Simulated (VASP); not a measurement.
# Sr8Ti8NO23 (a cell with a defect) in VASP: a series of runs, part 2 of 2

VASP 6.6.1. Earlier steps stand in the parts before.

### Step 3. Single point, HSE06

POSCAR reads:

```
Sr8Ti8NO23                              
1.0
    7.8804100000      0.0000000000      0.0000000000
    0.0000000000     -7.8804100000      0.0000000000
    0.0000000000      0.0000000000     -7.8804100000
  Sr              Ti              N               O             
     8     8     1    23
Direct
     0.2498787095791831    0.2453089350288109    0.2448823984021981
     0.2498497999616021    0.2453443953938703    0.7539714002501101
     0.2498803206516589    0.7545782604303495    0.2447806577288448
     0.2498468122512021    0.7545403814544623    0.7540650642240949
     0.7499566195451267    0.2475674331198394    0.2471391135939190
     0.7498411626786073    0.2475620809842834    0.7517438860929375
     0.7498799129913292    0.7521710315750803    0.2471825370624552
     0.7497683087943154    0.7522022950674236    0.7517203794054128
     0.9973333199688271    0.5000250061175645    0.4997235300049040
     0.0008857256663797    0.4999094292687414    0.9998526296317899
     0.0009160912148411    0.0000956252137264    0.4994676371147767
     0.9986830821673333    0.9998995000743687    0.9993998272564039
     0.5022061912074779    0.4994161856641656    0.4986837828775527
     0.4989783890144439    0.5000400505941532    0.9986756303604711
     0.4989962554089815    0.9994121990769027    0.4997183346180367
     0.5010616319625077    0.0000646815941700    0.9997111076145041
     0.2495368728067588    0.5004386028266701    0.4993260115866033
     0.2498204636407265    0.5000355037485923    0.0000014599235683
     0.2498043091315382    0.9998768111250732    0.4998715953143787
     0.2498604727348687    0.9999995309361563    0.9998568034159782
     0.7495441775898541    0.4999520940130280    0.5001308603587882
     0.7498504381841732    0.5000124135912473    0.9991190588160239
     0.7498451578709453    0.0004249346974288    0.4998778674884322
     0.7499797932900040    0.0000289913039727    0.9998608034304344
     0.0012995335091038    0.2499494078034935    0.4998359084288833
     0.9997325317149742    0.2501037870580957    0.9997941604986900
     0.0008018461129135    0.7503180645717629    0.4998335406570123
     0.9997397952402325    0.7500382062372757    0.9997948966543951
     0.4980023990736255    0.2498702101348919    0.4995781637699839
     0.5000577103685530    0.2500835034278184    0.9997027610520205
     0.4985670749362620    0.7502879374060221    0.4996779318285356
     0.5000529746900761    0.7499350406142008    0.9996692528425775
     0.0007569749989136    0.5001056601260587    0.2496525226081545
     0.0014121386448019    0.5001041561874000    0.7499558120411925
     0.9997414962514577    0.0000901130070084    0.2499142134732766
     0.9997218289751570    0.0000899917750947    0.7498092699599951
     0.4986789618203649    0.5000465224019824    0.2494290218732365
     0.4978980153016280    0.4999513296483411    0.7498817095675714
     0.5000476202664833    0.0000350799383609    0.2498300610957556
     0.5000676297827622    0.0000693067621097    0.7496570770760992
```

INCAR.step1 reads:

```
SYSTEM = Sr8Ti8NO23
PREC = Normal
ENCUT = 400
EDIFF = 1E-5
ISMEAR = 0
SIGMA = 0.01
LREAL = Auto
LASPH = .TRUE.
NELM = 80
ALGO = Normal
ISIF = 2
LWAVE = .TRUE.
LCHARG = .FALSE.
NBANDS = 186
ICORELEVEL = 1
NELECT = 318.0
GGA = PE
```

INCAR.step2 reads:

```
SYSTEM = Sr8Ti8NO23
PREC = Normal
ENCUT = 400
EDIFF = 1E-6
ISMEAR = 0
SIGMA = 0.01
LREAL = Auto
LASPH = .TRUE.
NELM = 80
ALGO = Normal
ISIF = 2
LWAVE = .FALSE.
LCHARG = .FALSE.
GGA = PE
LHFCALC = .TRUE.
HFSCREEN = 0.2
PRECFOCK = Fast
NBANDS = 186
ICORELEVEL = 1
NELECT = 318.0
ISTART = 1
```

KPOINTS reads:

```
regular mesh
0
G
  1 1 1
  0 0 0
```

Potentials or basis: VASP PAW PBE potentials, release 64 (Sr_sv, Ti_sv, N, O).

On the command line:

```bash
cat potpaw_PBE.64/Sr_sv/POTCAR potpaw_PBE.64/Ti_sv/POTCAR potpaw_PBE.64/N/POTCAR potpaw_PBE.64/O/POTCAR > POTCAR
cp INCAR.step1 INCAR
mpirun -np 8 vasp_gam > vasp.out
cp INCAR.step2 INCAR
mpirun -np 8 vasp_gam > vasp.out
```

OUTCAR:

```text
SYSTEM = Sr8Ti8NO23
   PREC = Normal
   ENCUT = 400
   EDIFF = 1E-6
   ISMEAR = 0
   LREAL = Auto
   LASPH = .TRUE.
   NELM = 80
   ISIF = 2
   GGA = PE
   LHFCALC = .TRUE.
   HFSCREEN = 0.2
   PRECFOCK = Fast
   NELECT = 318.0
   ISTART = 1

 ion  position               nearest neighbor table
   1  0.250  0.245  0.245-  20 2.73  26 2.76  30 2.76  35 2.76  39 2.76  18 2.78  19 2.79  29 2.80
                            37 2.81  25 2.81  33 2.81  17 2.84  16 3.37  12 3.38  10 3.41  11 3.41
   2  0.250  0.245  0.754-  20 2.74  36 2.76  40 2.76  26 2.76  30 2.76  19 2.78  18 2.79  29 2.80
[... 537 lines left out ...]
  in kB     -101.2497750   -103.8629896   -103.9760066      0.0248056     -6.3090511      0.0200178
  external PRESSURE =    -103.0295904 kB  Pullay stress =       0.0000000 kB

 VOLUME and BASIS-vectors are now :
 -----------------------------------------------------------------------------
  energy-cutoff  :      400.00
  volume of cell :      489.38
      direct lattice vectors                 reciprocal lattice vectors
     7.880410000  0.000000000  0.000000000     0.126896951  0.000000000  0.000000000
     0.000000000 -7.880410000  0.000000000     0.000000000 -0.126896951  0.000000000
     0.000000000  0.000000000 -7.880410000     0.000000000  0.000000000 -0.126896951

 POSITION                                       TOTAL-FORCE (eV/Angst)
 -----------------------------------------------------------------------------------
      1.96915     -1.93313     -1.92977         0.001192     -0.063986     -0.066568
      1.96892     -1.93341     -5.94160        -0.001189      0.281188     -0.279241
      1.96916     -5.94639     -1.92897        -0.000953     -0.281221      0.279529
      1.96890     -5.94609     -5.94234        -0.003965      0.070755      0.072710
      5.90997     -1.95093     -1.94756        -0.002616      0.036295      0.032444
      5.90906     -1.95089     -5.92405         0.003212      0.017725     -0.016569
[... 32 lines left out ...]
      3.94058     -0.00028     -1.96876         0.020514     -0.000644     -0.084561
      3.94074     -0.00055     -5.90761         0.021236     -0.028099      0.047330
 -----------------------------------------------------------------------------------
    total drift:                                0.020900      0.005227     -0.020469

  FREE ENERGIE OF THE ION-ELECTRON SYSTEM (eV)
  ---------------------------------------------------
  free  energy   TOTEN  =      -386.9239589456 eV

  energy  without entropy=     -386.9239589456  energy(sigma->0) =     -386.92395895
```

OUTCAR.step1:

```text
SYSTEM = Sr8Ti8NO23
   PREC = Normal
   ENCUT = 400
   EDIFF = 1E-5
   ISMEAR = 0
   LREAL = Auto
   LASPH = .TRUE.
   NELM = 80
[... 556 lines left out ...]
      5.90906     -1.95089     -5.92405         0.003332      0.008697     -0.011329
[... 32 lines left out ...]
      3.94058     -0.00028     -1.96876         0.024093     -0.018145     -0.062740
      3.94074     -0.00055     -5.90761         0.025160     -0.019674      0.014742
 -----------------------------------------------------------------------------------
    total drift:                                0.008331      0.001939     -0.004618

  FREE ENERGIE OF THE ION-ELECTRON SYSTEM (eV)
  ---------------------------------------------------
  free  energy   TOTEN  =      -317.6997004153 eV

  energy  without entropy=     -317.6884166241  energy(sigma->0) =     -317.69405852
```

OSZICAR.step1:

```text
N       E                     dE             d eps       ncg     rms          rms(c)
DAV:   1     0.428868921986E+04    0.42887E+04   -0.16322E+05   416   0.152E+03
DAV:   2     0.364157780910E+03   -0.39245E+04   -0.37193E+04   448   0.467E+02
DAV:   3    -0.336263352950E+03   -0.70042E+03   -0.66260E+03   496   0.197E+02
[... 22 lines left out ...]
DAV:  26    -0.317699594023E+03    0.29031E-04   -0.26985E-04   344   0.347E-02    0.416E-02
DAV:  27    -0.317699703054E+03   -0.10903E-03   -0.74118E-05   312   0.169E-02    0.685E-02
DAV:  28    -0.317699685343E+03    0.17712E-04   -0.12852E-05   216   0.642E-03    0.997E-03
DAV:  29    -0.317699700144E+03   -0.14802E-04   -0.22471E-06   216   0.560E-03    0.252E-03
DAV:  30    -0.317699700415E+03   -0.27101E-06   -0.16201E-07   216   0.163E-03
   1 F= -.31769970E+03 E0= -.31769406E+03  d E =-.112838E-01
```

It took 13 min on 8 MPI ranks of Intel Xeon Platinum 8375C at 2.90GHz (Ice Lake), shared host; peak memory 0.35 GiB.

Results:

| Quantity | Value |
| --- | --- |
| Free energy | -386.9240 eV |
| Largest force | 0.699 eV/Å |
| Band gap on the k mesh | 0.67 eV, direct |

Forces on the atoms (eV/Å):
```
Sr   0.001 -0.064 -0.067
Sr  -0.001  0.281 -0.279
Sr  -0.001 -0.281  0.280
Sr  -0.004  0.071  0.073
Sr  -0.003  0.036  0.032
Sr   0.003  0.018 -0.017
Sr   0.001 -0.023  0.017
Sr   0.005 -0.028 -0.027
Ti  -0.621  0.043  0.048
Ti   0.122  0.026  0.063
Ti   0.121  0.051  0.072
Ti   0.034  0.022  0.062
Ti   0.682  0.090  0.125
Ti  -0.086  0.022  0.104
Ti  -0.080  0.081  0.057
Ti  -0.034  0.022  0.056
N    0.006 -0.020 -0.050
O   -0.017 -0.004 -0.022
O   -0.015 -0.022 -0.013
O    0.015 -0.003 -0.012
O   -0.013 -0.030 -0.036
O   -0.010 -0.004 -0.030
O   -0.016 -0.016 -0.010
O   -0.018 -0.002 -0.015
O    0.113 -0.122 -0.115
O   -0.023 -0.099 -0.002
O    0.109  0.088  0.097
O   -0.022  0.073 -0.028
O   -0.131 -0.164 -0.127
O    0.022 -0.075 -0.013
O   -0.127  0.049  0.084
O    0.022  0.064 -0.038
O    0.112 -0.111 -0.107
O    0.120  0.100  0.093
O   -0.023  0.006 -0.113
O   -0.023 -0.020  0.041
O   -0.134 -0.118 -0.184
O   -0.129  0.089  0.036
O    0.021 -0.001 -0.085
O    0.021 -0.028  0.047
```

Core levels (eV, on the scale of the bands):
```
atom                                                                levels
1 Sr  1s -15923.3, 2s -2145.8, 2p -1905.2, 3s -321.7, 3p -244.1, 3d -116.0
2 Sr  1s -15923.5, 2s -2146.0, 2p -1905.4, 3s -321.9, 3p -244.3, 3d -116.2
3 Sr  1s -15923.5, 2s -2146.0, 2p -1905.4, 3s -321.9, 3p -244.3, 3d -116.2
4 Sr  1s -15923.3, 2s -2145.8, 2p -1905.2, 3s -321.7, 3p -244.1, 3d -116.0
5 Sr  1s -15923.5, 2s -2146.0, 2p -1905.4, 3s -321.9, 3p -244.3, 3d -116.2
6 Sr  1s -15923.5, 2s -2146.0, 2p -1905.4, 3s -321.9, 3p -244.3, 3d -116.2
```

Caveat: the cell is charged against a uniform background, so pressure and absolute levels hang on convention; the cutoff is under 1.25 times the usual one of these potentials, so pressure, stress and relaxed cells hold a basis-set (Pulay) error; the PAW data sets were made with another functional, which shifts forces and pressure a little.
